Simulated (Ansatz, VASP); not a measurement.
# LiPbO3: VASP beside Ansatz

```
CELL_PARAMETERS angstrom
5.39118 0.00000 0.00000
-2.69559 4.66890 0.00000
-2.69559 1.55630 4.71250
ATOMIC_POSITIONS crystal
Pb 0.00461 0.99539 0.01382
Pb 0.50461 0.49539 0.51382
O 0.08617 0.30457 0.19925
O 0.69543 0.58235 0.19925
O 0.41765 0.91383 0.19925
O 0.19543 0.41383 0.69925
O 0.91765 0.80457 0.69925
O 0.58617 0.08235 0.69925
Li 0.28974 0.71026 0.86923
Li 0.78974 0.21026 0.36923
```

Alike in both runs: functional PBEsol; k mesh 5 × 5 × 5; no spin polarisation.

Ansatz relaxed the structure, and its values are those at the end. VASP's run is a single point on that final structure, the one shown.

```csv
,VASP,Ansatz
version,VASP 6.6.1,Ansatz 0.2.0
potentials or method,"VASP PAW PBE potentials, release 64 (Pb_d, O, Li_sv)",PAW plane waves
plane-wave cutoff (eV),520,420
occupations,"fermi-dirac, width 0.1 eV",fermi-dirac
valence electrons in the cell,70,70
```

```tsv
	VASP	Ansatz	Ansatz less VASP
rms of the force components (eV/Å)	0.008	0.001	-0.0070
```

Ansatz warned: «structure_snapped_to_symmetry».

Caveats: the PAW data sets were made with another functional, which shifts forces and pressure a little (VASP). The runs have no spin-orbit coupling, so splittings on Pb are missing.
